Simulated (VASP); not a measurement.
Given:

```xyz
2
Lattice="1.8274 -3.1651 0.0000 1.8274 3.1651 0.0000 0.0000 0.0000 5.7101" Properties=species:S:1:pos:R:3 pbc="T T T"
Gd     1.8274     1.0550     1.4275
Gd     1.8274    -1.0550     4.2826
```

Calculation: PBE GGA, VASP's PBE PAW potentials (set 64) (plane waves; VASP 6.6.1). Settings: 480 eV cut-off, 10×10×6 Γ-centred mesh, first-order Methfessel-Paxton smearing of 0.10 eV, potentials Gd_3.

The 4f electrons are frozen in the core of the lanthanide potential, so 4f levels, which can set the real gap, and their magnetism are missing. Energy and stress use the plane-wave basis of the starting cell.

### Question
The ions, cell shape and volume at an external pressure of 15.0 GPa are relaxed. Predict the relaxed structure.

### Answer

```xyz
2
Lattice="1.6445 -2.8484 0.0000 1.6445 2.8484 0.0000 0.0000 0.0000 5.3870" Properties=species:S:1:pos:R:3 pbc="T T T"
Gd     1.6445     0.9495     1.3467
Gd     1.6445    -0.9495     4.0402
```
Space group P6_3/mmc (194), at a tolerance of 0.03 Å.

### Question
How do energy and volume change from the first to the last step?

### Answer
The energy (σ→0) changes by +305.0 meV/atom and the volume by -23.6 %, in 11 ionic steps.

The compound is Gd in the hcp structure. This run relaxes it under an external pressure of 15 GPa. Symmetry was kept, so distortions that lower it aren't found.
